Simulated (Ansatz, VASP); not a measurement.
**Al5H (Al(111), 5 layers, one monolayer of H on top sites): VASP beside Ansatz**

One calculation is typed for both programs; each brings its own data sets. How far apart do they land? Of the first pair: The structure shown is the start of the Ansatz relaxation below; VASP solves that cell, so the two are compared at the walk's first step.

Calculated with Ansatz 0.2.0; plane waves, with VASP 6.6.1 beside it; single point at PBE.

### Step 1. The structure

The cell holds 6 atoms: 5 Al and 1 H. Cell: a = 2.864 Å, b = 2.864 Å, c = 28.353 Å, α = 90.0°, β = 90.0°, γ = 60.0°. Vacuum lies along c.

### Step 2. Ansatz: relaxation, PBE

Ansatz runs on its default PAW (the set named soft_2) files.

The two programs are compared at the cell with which this relaxation starts, whose forces are those of its first step.

Input file input.yaml:

```yaml
crystal:
  lattice:
    - [2.8637824638, 0.0, 0.0]
    - [1.4318912319, 2.4801083646, 0.0]
    - [0.0, 0.0, 28.3530743609]
  atoms:
    - { symbol: Al, position: [0.6666666667, 0.6666666667, 0.2927372141] }
    - { symbol: Al, position: [0.0, 0.0, 0.3752068807] }
    - { symbol: Al, position: [0.3333333333, 0.3333333333, 0.4576765474] }
    - { symbol: Al, position: [0.6666666667, 0.6666666667, 0.540146214] }
    - { symbol: Al, position: [0.0, 0.0, 0.6226158806] }
    - { symbol: H, position: [0.0, 0.0, 0.6762255873] }
kpoints:
  mp_grid: { grid: [12, 12, 1] }
hamiltonian:
  xc: pbe
scf:
  occupations: { method: fermi_dirac, width: 0.1 }
  convergence: { dr2_threshold: 1.0e-08 }
efield:
  axis: 3
  dipole_correction: true
  ramp_position: 0.97
  ramp_width: 0.04
relax:
  f_tol: 0.01
  constraints: [{ sites: [0, 1, 2] }]
output:
  write_potential: true
  write_density: true
  volumetric_format: npy
```

Run with:

```
$ ansatz run input.yaml --threads 2 --pin off --max-ram 4096MiB --backend cpu --events-out ev --progress --plain --runs-dir out
```

Numbers of over 12 decimals in the logs are rounded to 6 here.

Log:

```text
Engine: ansatz 0.2.0, x86_64-unknown-linux-gnu
Pseudopotentials: kind: paw
Pseudopotential: Al, paw, valence charge 3, recommended cutoff 420 eV (normal), Al.paw.azcp
Pseudopotential: H, paw, valence charge 1, recommended cutoff 420 eV (normal), H.paw.azcp
Functional definition: PBE
  parameter kappa = 0.804
  parameter beta = 0.066725
  exchange = pbe_x(kappa = kappa, mu = beta*pi^2/3)
  correlation = pbe_c(beta = beta)
Crystal: 6 atoms, lattice volume = 201.377 Å³
Basis set: ecut = 420 eV, 3959 PW (Γ), exchange–correlation on 40×40×384 points (8 copies of the dense FFT grid, shifted against one another)
Bands: 14, of which v1, the nominal top of the filled ones, is band 8 counted from 1 (7 counted from 0)
Symmetry: 6 space group operations
Space group: P3m1 (ITA 156), of the structure as read, at distance tolerance 5.9e-5 Å
k-points: 19 of 144 (time reversal used)
Non-local potential: Al, projectors of the file, l = 0: 2, l = 1: 2, l = 2: 1
Non-local potential: H, projectors of the file, l = 0: 2, l = 1: 1
PAW form: soft (Blöchl's): semilocal exchange-correlation on the pseudo side does not see the compensation charge
PAW one-centre angular grid: Al, 110 points (default); XC on 64 Gauss nodes
PAW one-centre angular grid: H, 110 points (default); XC on 64 Gauss nodes
Initial density: superposition of atomic densities (neutral atoms: chi_scale 0, normalization atom), corrected by the library's trained network
Initial wavefunctions: pseudopotential atomic-orbital guess
Functional: x = pbe(κ = 0.804, μ = 0.219515), c = pbe(β = 0.066725)
SCF iter   1: F=—  HF=-2702.295025 eV  |F-HF|=—  |Δ(HF+E_count)|=         —  Δρ=2.90e-3  dr2=7.87e-1  ethr=1.77e-3  p=-0.076 e·Å  D=-6.85e-2 V/Å  ΔV_dip=1.94 eV  dr2_dipole=3.31e-1  V_vac-E_F(+/−)=5.82/3.88 eV  ⟨swp⟩=8.9  Hψ=2248  notcnv=0
efield: sawtooth ramp at fractional position 0.9700 (set: `efield.ramp_position`, or a place that a band, a saddle search or an elastic batch's reference lends), width 0.0400; the density the first Hamiltonian is built on has a dipole p = -0.076 e·Å; the dipole correction subtracts the counter field D = -6.85e-2 V/Å, which shifts the + side's vacuum level by +1.94 eV against the − side's; the planar-averaged density in the ramp window peaks in size at 9.6e-6 e/Å³
preconditioner: auto → LDOS  [metal: Δε(μ)=0.224 eV  Ē_g=7.025 eV  σ=0.100 eV  W_gap=0.47  n_scr=16 (ndim 8)  ℏωp=10.5 eV  f_vac=0.482  D(μ)=1.60/eV (n_scr^D=10)  β→1.0]
SCF iter   2: F=—  HF=-2702.278646 eV  |F-HF|=—  |Δ(HF+E_count)|=   1.64e-2  Δρ=1.26e-3  dr2=1.32e-1  ethr=1.77e-3  p=-0.065 e·Å  D=-5.85e-2 V/Å  ΔV_dip=1.66 eV  dr2_dipole=5.64e-2  V_vac-E_F(+/−)=5.72/4.06 eV  ⟨swp⟩=1.6  Hψ=447  notcnv=0  defer=6
SCF iter   3: F=—  HF=-2702.274879 eV  |F-HF|=—  |Δ(HF+E_count)|=   3.77e-3  Δρ=1.92e-4  dr2=3.54e-4  ethr=8.24e-4  p=-0.069 e·Å  D=-6.19e-2 V/Å  ΔV_dip=1.75 eV  dr2_dipole=8.41e-5  V_vac-E_F(+/−)=5.78/4.03 eV  ⟨swp⟩=1.4  Hψ=279  notcnv=0  defer=7
SCF iter   4: F=—  HF=-2702.274865 eV  |F-HF|=—  |Δ(HF+E_count)|=   1.41e-5  Δρ=5.27e-5  dr2=1.52e-5  ethr=2.21e-6  p=-0.069 e·Å  D=-6.16e-2 V/Å  ΔV_dip=1.75 eV  dr2_dipole=3.39e-7  V_vac-E_F(+/−)=5.77/4.02 eV  ⟨swp⟩=2.2  Hψ=450  notcnv=0  defer=7
SCF iter   5: F=—  HF=-2702.274877 eV  |F-HF|=—  |Δ(HF+E_count)|=   1.22e-5  Δρ=1.30e-5  dr2=9.40e-7  ethr=9.50e-8  p=-0.069 e·Å  D=-6.17e-2 V/Å  ΔV_dip=1.75 eV  dr2_dipole=1.08e-7  V_vac-E_F(+/−)=5.77/4.02 eV  ⟨swp⟩=2.8  Hψ=440  notcnv=0  defer=7
SCF iter   6: F=—  HF=-2702.274890 eV  |F-HF|=—  |Δ(HF+E_count)|=   1.30e-5  Δρ=3.38e-6  dr2=4.64e-8  ethr=5.88e-9  p=-0.069 e·Å  D=-6.17e-2 V/Å  ΔV_dip=1.75 eV  dr2_dipole=2.04e-8  V_vac-E_F(+/−)=5.77/4.02 eV  ⟨swp⟩=2.6  Hψ=435  notcnv=0  defer=7
SCF iter   7: F=-2702.274890 eV  HF=-2702.274890 eV  |F-HF|=7.29e-9  |Δ(HF+E_count)|=   8.88e-8  Δρ=6.81e-7  dr2=2.29e-9  ethr=6.25e-11  p=-0.069 e·Å  D=-6.17e-2 V/Å  ΔV_dip=1.75 eV  dr2_dipole=1.75e-11  V_vac-E_F(+/−)=5.77/4.02 eV  ⟨swp⟩=10.2  Hψ=1766  notcnv=0
SCF 1 converged in 7 iterations: F = -2702.274890 eV  dr2 = 2.29e-9
  greatest PAW one-centre occupation: 0.461 electrons in one spin orbital (limit 2), on the Al atom at site 0 (counted from 0), in its partial waves of l = 0
relax step   1: F+E_penalty+E_count = -2702.27488995 eV  Δ(F+E_penalty+E_count) = +0.000e0 eV  max|allowed force component| = 1.383e0 eV/Å  Δτ_max = 0.0000 Å  (7 SCF iters, accepted)
[...]
relax step   3: F+E_penalty+E_count = -2702.33062485 eV  Δ(F+E_penalty+E_count) = -5.186e-3 eV  max|allowed force component| = 2.443e-2 eV/Å  Δτ_max = 0.0390 Å  (7 SCF iters, accepted)
[...]
relax step   4: F+E_penalty+E_count = -2702.33066071 eV  Δ(F+E_penalty+E_count) = -3.585e-5 eV  max|allowed force component| = 4.547e-3 eV/Å  Δτ_max = 0.0061 Å  (5 SCF iters, accepted)
NSCF: frozen V_eff on 19 k-points
the band table was solved once a step of the walk had ended and its energy, with any forces and stress, was formed, with the checks that follow a solve (2697 applications of the Hamiltonian). They found nothing against the state; the energy, forces and stress were not computed again (output.eigenvalues in the input reference)
WARN: The input density's exchange-correlation potential varies sharply where the density is thin. Do not read a vacuum level from v_tot or v_xc, or from such a field of the output density. On a cell that repeats whose density bears no net charge and no dipole along the vacuum's axis use v_es (v_loc + v_h of the components); under efield.dipole_correction with no amplitude use v_es + v_field, which holds any external [...]
SCF converged after 5 iterations
Free energy (F): -2702.330661 eV
Harris-Foulkes:  -2702.330661 eV  (|F-HF|=1.75e-8)
Internal energy: -2702.274172 eV  (E = F + TS)
E sigma→0 (E₀):  -2702.302416 eV
Entropy (-TS):   -0.056489 eV (-9.415 meV/atom)
Fermi energy:    0.369665 eV
Dipole field:    D = -0.063822 V/Å  (p = -0.071027 e·Å, saw-weighted, corrected)
Work function:   Φ+ = 5.8525 eV   Φ− = 4.0429 eV
Levels:          The Fermi level and band energies are counted from a zero that moves with the ramp; work functions are not
--- Per-component energies (eV) ---
  E_band       = -60.982345
  E_kinetic    = 124.721769
  E_local      = -4862.870624  (includes V_loc(G=0)·N_el)
  E_nonlocal   = 53.516173
  E_hartree    = 2398.550621
  E_xc         = -205.825427
  E_vxc        = -153.905575  (∫ρ·V_xc dr)
  E_paw        = -2337.268048  (= ΣΔE_a)
  E_vpaw       = -18.993832  (= ΣTr[D̂ρ^β])
  E_aug_tail   = -0.001140  (compensation charges beyond the density's cutoff)
  E_efield     = 0.002267  (sawtooth field / dipole correction)
  E_vefield    = -0.549058  (∫n·V_field dr)
  E_ewald      = 2126.900238
  E_smearing   = -0.056489  (= −TS)
  E_closure    = -0.000000  (closes the sum)
  Σ components = -2702.330661   (vs F -2702.330661, Δ=0.00e0)
--- Forces (eV/Å), atoms counted from 1 ---
  atom   1  Al     0.00000000     0.00000000    -0.01550702
  atom   2  Al    -0.00000000     0.00000000     0.08976012
  atom   3  Al     0.00000000    -0.00000000    -0.07478804
  atom   4  Al    -0.00000000    -0.00000000     0.00454673
  atom   5  Al     0.00000000    -0.00000000    -0.00292383
  atom   6  H     -0.00000000    -0.00000000    -0.00108286
  max |Σ_I F_I| component: 5.10e-6 eV/Å
--- Band table (eV; the first three rows and the last of 19) ---
  k-point 0: bands = [... 4 lower, -5.5794, -3.7632, -1.5264, 0.8466, 3.1172, 4.4328, 5.3560, 6.1185, ... 2 higher]
  k-point 1: bands = [... 4 lower, -5.4230, -3.6146, -1.3814, 0.9868, 3.2614, 4.5903, 5.5158, 6.2649, ... 2 higher]
  k-point 2: bands = [... 4 lower, -4.9581, -3.1725, -0.9555, 1.3889, 3.6514, 5.0053, 5.6038, 5.9223, ... 2 higher]
  k-point 18: bands = [... 4 lower, -2.1113, -2.0611, -1.7290, -1.1737, -0.9412, -0.6490, 0.2082, 1.1067, ... 2 higher]
--- Relaxed structure (4 steps of the walk, 4 accepted, 0 SCFs on fresh bases) ---
  F+E_penalty+E_count = -2702.33066071 eV   max|allowed force component| = 4.547e-3 eV/Å
  atoms:
    - { symbol: Al, position: [0.666667, 0.666667, 0.292737] }
    - { symbol: Al, position: [0.0, 0.0, 0.375207] }
    - { symbol: Al, position: [0.333333, 0.333333, 0.4576765474] }
    - { symbol: Al, position: [0.666667, 0.666667, 0.540293] }
    - { symbol: Al, position: [0, 0, 0.619934] }
    - { symbol: H, position: [0, 0, 0.676531] }
```

Reading the cycles: dr2 is the Hartree energy of the density residual (eV), the measure of convergence; HF is the Harris–Foulkes estimate of the energy, which meets the free energy F at convergence.

### Step 3. VASP: single point, PBE, start cell, pair 1

The same cell, functional, mesh and smearing now go to VASP, with its own data sets.

Lines of VASP's logs that name or quote its potential files are left out, and so is its time.

Input file INCAR:

```
SYSTEM = Al5H
PREC = Accurate
ENCUT = 400
EDIFF = 1E-06
NELM = 120
ISMEAR = -1
SIGMA = 0.1
LREAL = .FALSE.
ALGO = Normal
GGA = PE
NBANDS = 14
LORBIT = 11
LWAVE = .FALSE.
LCHARG = .FALSE.
ISIF = 2
LDIPOL = .TRUE.
IDIPOL = 3
DIPOL = 0.5 0.5 0.496
LVHAR = .TRUE.
LASPH = .TRUE.
GGA_COMPAT = .FALSE.
NELMDL = -8
KPAR = 2
```

Input file POSCAR:

```
Al5H
1.0
    2.8637824638      0.0000000000      0.0000000000
    1.4318912319      2.4801083646      0.0000000000
    0.0000000000      0.0000000000     28.3530743609
Al H
5 1
Direct
    0.6666666667      0.6666666667      0.2927372141
    0.0000000000      0.0000000000      0.3752068952
    0.3333333333      0.3333333333      0.4576765410
    0.6666666667      0.6666666667      0.5401462221
    0.0000000000      0.0000000000      0.6226158679
    0.0000000000      0.0000000000      0.6762255746
```

Input file KPOINTS:

```
Automatic mesh
0
Gamma
12 12 1
0 0 0
```

The projector-augmented-wave data sets are Al and H (PBE family, release 64).

Run with:

```
$ mpirun -np 2 vasp_std
```

Log:

```text
[banner, memory and clock lines left out]
running    2 mpi-ranks, on    1 nodes
 distrk:  each k-point on    1 cores,    2 groups
 distr:  one band on    1 cores,    1 groups

 POSCAR found type information on POSCAR AlH
 POSCAR found :  2 types and       6 ions
 LDA part: xc-table for (Slater+PW92), standard interpolation
 POSCAR, INCAR and KPOINTS ok, starting setup
 FFT: planning ... GRIDC
 FFT: planning ... GRID_SOFT
 FFT: planning ... GRID
 WAVECAR not read
 entering main loop
       N       E                     dE             d eps       ncg     rms          rms(c)
DAV:   1     0.374003969478E+02    0.37400E+02   -0.43989E+03   532   0.670E+02
DAV:   2    -0.191100297858E+02   -0.56510E+02   -0.51010E+02   720   0.121E+02
DAV:   3    -0.216974424084E+02   -0.25874E+01   -0.25325E+01   746   0.273E+01
DAV:   4    -0.217772769138E+02   -0.79835E-01   -0.79759E-01   778   0.581E+00
DAV:   5    -0.217819154296E+02   -0.46385E-02   -0.46383E-02   896   0.124E+00
DAV:   6    -0.217820482925E+02   -0.13286E-03   -0.13286E-03   826   0.185E-01
DAV:   7    -0.217820528554E+02   -0.45629E-05   -0.45629E-05   888   0.303E-02
DAV:   8    -0.217820529519E+02   -0.96575E-07   -0.96469E-07   676   0.405E-03    0.468E+00
DAV:   9    -0.251239642337E+02   -0.33419E+01   -0.24444E+01   804   0.249E+01    0.490E+00
DAV:  10    -0.216245922665E+02    0.34994E+01   -0.26849E+01   982   0.254E+01    0.298E+00
DAV:  11    -0.211401733398E+02    0.48442E+00   -0.38983E+00   640   0.912E+00    0.129E+00
DAV:  12    -0.210152603027E+02    0.12491E+00   -0.51902E-01   670   0.395E+00    0.457E-01
DAV:  13    -0.210056942710E+02    0.95660E-02   -0.59587E-02   752   0.139E+00    0.320E-01
DAV:  14    -0.210048802753E+02    0.81400E-03   -0.81654E-03   664   0.570E-01    0.219E-01
[...]
DAV:  21    -0.210018579002E+02   -0.63839E-04   -0.12373E-05   668   0.193E-02    0.351E-03
DAV:  22    -0.210018865978E+02   -0.28698E-04   -0.35077E-06   610   0.102E-02    0.230E-03
DAV:  23    -0.210018954500E+02   -0.88522E-05   -0.24877E-06   616   0.683E-03    0.149E-03
DAV:  24    -0.210019119606E+02   -0.16511E-04   -0.10317E-06   496   0.480E-03    0.160E-03
DAV:  25    -0.210019267055E+02   -0.14745E-04   -0.97496E-07   508   0.336E-03    0.103E-03
DAV:  26    -0.210019329921E+02   -0.62866E-05   -0.27513E-07   496   0.214E-03    0.664E-04
DAV:  27    -0.210019355104E+02   -0.25183E-05   -0.17450E-07   472   0.181E-03    0.398E-04
DAV:  28    -0.210019362949E+02   -0.78457E-06   -0.59212E-08   458   0.127E-03
   1 F= -.21001936E+02 E0= -.20973775E+02  d E =-.563223E-01
```

From OUTCAR (step 3):

```text
ion  position               nearest neighbor table
   1  0.667  0.667  0.293-   2 2.86   2 2.86   2 2.86
   2  0.000  0.000  0.375-   3 2.86   3 2.86   3 2.86   1 2.86   1 2.86   1 2.86
   3  0.333  0.333  0.458-   2 2.86   2 2.86   2 2.86   4 2.86   4 2.86   4 2.86
   4  0.667  0.667  0.540-   5 2.86   5 2.86   5 2.86   3 2.86   3 2.86   3 2.86
   5  0.000  0.000  0.623-   6 1.52   4 2.86   4 2.86   4 2.86
   6  0.000  0.000  0.676-   5 1.52

  LATTYP: Found a hexagonal cell.
 ALAT       =     2.8637824638
 C/A-ratio  =     9.9005684681

 Subroutine GETGRP returns: Found  6 space group operations
 (whereof  6 operations were pure point group operations)

The static configuration has the point symmetry C_3v.

 Found     19 irreducible k-points:

   k-points           NKPTS =     19   k-points in BZ     NKDIM =     19   number of bands    NBANDS=     14

   dimension x,y,z NGX =    20 NGY =   20 NGZ =  192
   dimension x,y,z NGXF=    40 NGYF=   40 NGZF=  384

   ENCUT  =  400.0 eV  29.40 Ry    5.42 a.u.   4.67  4.67 46.24*2*pi/ulx,y,z

   NELECT =      16.0000    total number of electrons

 k-points in reciprocal lattice and weights: Automatic mesh
   0.00000000  0.00000000  0.00000000       0.007
   0.08333333 -0.00000000  0.00000000       0.042
   0.16666667  0.00000000  0.00000000       0.042
   0.25000000  0.00000000  0.00000000       0.042
   0.33333333  0.00000000  0.00000000       0.042
   0.41666667 -0.00000000  0.00000000       0.042
   0.50000000  0.00000000  0.00000000       0.021
   0.16666667  0.08333333  0.00000000       0.042
   0.25000000  0.08333333  0.00000000       0.083
[...]
-0.41666667  0.25000000  0.00000000       0.083
  -0.33333333  0.33333333  0.00000000       0.014

 dipolmoment           0.000000      0.000000      0.068533 electrons x Angstroem

 average (electrostatic) potential at core
       1 -80.2851       2 -80.1679       3 -80.1898       4 -80.2300       5 -79.7087
       6 -35.3846

 E-fermi :   0.4119

 k-point     1 :       0.0000    0.0000    0.0000
  band No.  band energies     occupation
    ...
      3      -8.6937      2.00000
      4      -7.2892      2.00000
      5      -5.6187      2.00000
      6      -3.7766      2.00000
      7      -1.5471      2.00000
      8       0.8571      0.02304
      9       3.1582      0.00000
     10       4.4814      0.00000
     11       5.3874      0.00000
     12       6.1074      0.00000
    ...

 k-point     2 :       0.0833   -0.0000    0.0000
  band No.  band energies     occupation
    ...
      3      -8.5296      2.00000
      4      -7.1282      2.00000
      5      -5.4627      2.00000
      6      -3.6279      2.00000
      7      -1.4021      2.00000
      8       0.9975      0.00571
      9       3.3018      0.00000
     10       4.6383      0.00000
     11       5.5484      0.00000
     12       6.2533      0.00000
    ...

 k-point     3 :       0.1667    0.0000    0.0000
  band No.  band energies     occupation
    ...
      3      -8.0389      2.00000
      4      -6.6474      2.00000
      5      -4.9986      2.00000
      6      -3.1857      2.00000
      7      -0.9766      2.00000
      8       1.4002      0.00010
      9       3.6893      0.00000
     10       5.0527      0.00000
     11       5.6768      0.00000
     12       5.9925      0.00000
    ...

  Total       -0.3726090     -0.3726090      1.0733857      0.0000000      0.0000000      0.0000000
  in kB       -2.9645111     -2.9645111      8.5399541      0.0000000      0.0000000      0.0000000
  external PRESSURE =       0.8703106 kB  Pullay stress =       0.0000000 kB

  energy-cutoff  :      400.00
  volume of cell :      201.38
      direct lattice vectors                 reciprocal lattice vectors
     2.863782464  0.000000000  0.000000000     0.349188534 -0.201604094  0.000000000
     1.431891232  2.480108365  0.000000000     0.000000000  0.403208188  0.000000000
     0.000000000  0.000000000 28.353074361     0.000000000  0.000000000  0.035269544

 POSITION                                       TOTAL-FORCE (eV/Angst)
 -----------------------------------------------------------------------------------
      2.86378      1.65341      8.30000         0.000000     -0.000000     -0.000180
      0.00000      0.00000     10.63827        -0.000000      0.000000      0.086185
      1.43189      0.82670     12.97654        -0.000000      0.000000     -0.087043
      2.86378      1.65341     15.31481         0.000000      0.000000      0.203017
      0.00000      0.00000     17.65307        -0.000000      0.000000     -1.394148
      0.00000      0.00000     19.17307        -0.000000      0.000000      1.192170
 -----------------------------------------------------------------------------------
    total drift:                                0.000000      0.000000     -0.000092

  FREE ENERGIE OF THE ION-ELECTRON SYSTEM (eV)
  ---------------------------------------------------
  free  energy   TOTEN  =       -21.0019362949 eV

  energy  without entropy=      -20.9456140266  energy(sigma->0) =      -20.97377516

 vacuum level on the upper side and lower side of the slab         6.182         4.438

 total charge
# of ion       s       p       d       tot
------------------------------------------
    1        0.450   0.307   0.000   0.758
    2        0.433   0.336   0.000   0.769
    3        0.428   0.340   0.000   0.768
    4        0.424   0.333   0.000   0.758
    5        0.431   0.397   0.000   0.828
    6        0.552   0.009   0.000   0.561
--------------------------------------------------
tot          2.719   1.721   0.000   4.440

[... 3 further parts left out ...]
```

### Step 4. Side by side

Known differences besides the potentials themselves: the cutoff is 420 eV in Ansatz and 400 eV in VASP. Total energies have different zeros and are not compared.

Forces (eV/Å; atoms numbered as in POSCAR):

```tsv
atom	Ansatz x, y, z	VASP x, y, z
Al1	0.000, 0.000, -0.001	0.000, 0.000, 0.000
Al2	0.000, 0.000, 0.086	0.000, 0.000, 0.086
Al3	0.000, 0.000, -0.087	0.000, 0.000, -0.087
Al4	0.000, 0.000, 0.201	0.000, 0.000, 0.203
Al5	0.000, 0.000, -1.383	0.000, 0.000, -1.394
H6	0.000, 0.000, 1.184	0.000, 0.000, 1.192
```

The forces differ by 3.4 meV/Å r.m.s., which is 0.8 % of the r.m.s. force of 0.436 eV/Å (both taken over all components). With vacuum in the cell, a pressure given here is an average over mostly empty space and none of the material.

[end of part 1 of 2]

[Lines on the potential files, build, host, timing and source positions are cut from VASP's logs without a mark.]

[Logs are printed without paths, hosts, clocks, repeated set-up lines and the standing remarks that a program may print on its own settings, such as how far it seeks lower states.]

[Hosts, paths, dates, database ids (printed as entryN), source tags and the programs' standing remarks are cut or masked in the printed files.]
